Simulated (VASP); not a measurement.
Given:

```
Nb2O5
1.0
    6.53626    -1.93906     0.00000
    6.53626     1.93906     0.00000
   -0.05914     0.00000     4.03828
Nb O
2 5
Direct
  0.85348   0.85348   0.93194
  0.14652   0.14652   0.06806
  0.85096   0.85096   0.48437
  0.14904   0.14904   0.51563
  0.00000   0.00000   0.00000
  0.68510   0.68510   0.00543
  0.31490   0.31490   0.99457
```

Computed with PBEsol GGA, VASP's PBE PAW potentials (set 64) (plane waves; VASP). Numerical set-up: 400 eV cut-off, 5×5×4 Γ-centred mesh, Fermi-Dirac smearing of 0.050 eV, potentials Nb_sv O.

Q: Give the energies of bands 19 to 32 at the high-symmetry points, in eV from the valence-band maximum.

A: 
| band | Γ | C | Y2 | M2 | D | A | V2 |
|---|---|---|---|---|---|---|---|
| 19 | -2.28 | -2.75 | -2.36 | -3.46 | -4.23 | -3.89 | -2.71 |
| 20 | -2.04 | -2.49 | -2.23 | -2.92 | -4.18 | -2.93 | -2.68 |
| 21 | -1.86 | -2.22 | -2.06 | -2.56 | -3.37 | -2.56 | -2.33 |
| 22 | -1.77 | -2.02 | -1.59 | -2.38 | -3.32 | -2.12 | -1.83 |
| 23 | -1.45 | -1.72 | -1.36 | -2.31 | -2.32 | -2.09 | -1.80 |
| 24 | -1.38 | -1.61 | -1.27 | -1.65 | -2.28 | -1.96 | -1.47 |
| 25 | -1.14 | -1.16 | -1.16 | -1.49 | -1.76 | -1.72 | -1.16 |
| 26 | -1.06 | -1.09 | -1.13 | -1.40 | -0.40 | -1.24 | -1.13 |
| 27 | -0.89 | -1.06 | -1.03 | -0.99 | -0.11 | -1.20 | -1.03 |
| 28 | -0.75 | -0.91 | -0.86 | -0.13 | -0.05 | -0.18 | -0.90 |
| 29 | 2.33 | 2.60 | 2.09 | 3.16 | 2.75 | 3.38 | 2.43 |
| 30 | 2.67 | 2.67 | 2.70 | 4.39 | 4.03 | 4.36 | 2.79 |
| 31 | 2.96 | 3.63 | 2.91 | 4.56 | 4.58 | 4.70 | 3.60 |
| 32 | 4.17 | 3.77 | 3.94 | 4.96 | 5.08 | 5.13 | 4.00 |

The gap is indirect, 2.09 eV, from the valence maximum at L2 to the conduction minimum at Y2.

The structure comes from a computed database's Nb2O5 entry; how it stands against other phases isn't given here. The cell was not relaxed at this level.
